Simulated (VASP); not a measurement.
Input of a VASP 6.6.1 run:

File INCAR:

```
SYSTEM = RuBr2
ALGO = Fast
EDIFF = 1E-6
ENCUT = 520
GGA = PE
ISIF = 2
ISMEAR = 0
ISPIN = 2
LASPH = .True.
LCHARG = .False.
LMAXMIX = 4
LORBIT = 11
LREAL = .False.
LWAVE = .False.
MAGMOM = 0.1 0 0
NBANDS = 25
NELM = 80
PREC = Accurate
SIGMA = 0.05
```

The input KPOINTS:

```
k-points
0
Gamma
  6 6 6
  0 0 0
```

Contents of POSCAR:

```
RuBr2
1.0
    1.9394384800      1.1197353300      5.8636529700
   -1.9394384800      1.1197353300      5.8636529700
    0.0000000000     -2.2394706600      5.8636529700
Ru Br
1 2
Direct
    0.0000000000      0.0000000000      0.0000000000
    0.2520000000      0.2520000000      0.2520000000
    0.7480000000      0.7480000000      0.7480000000
```

Potentials or basis: VASP PAW PBE potentials, release 64 (Ru_pv, Br).

Run with:

```console
$ cat potpaw_PBE.64/Ru_pv/POTCAR potpaw_PBE.64/Br/POTCAR > POTCAR
$ mpirun -np 1 vasp_std > vasp.out
```

(1) Estimate the net moment.

(2) Estimate the band gap on the k mesh.

## Answers

(1) 0.00 μB per cell.

(2) 0.81 eV, indirect (least direct gap 0.84 eV).

Caveat: forces of over 1 eV/Å show positions far from the minimum, so gaps and moduli don't describe the material at rest.
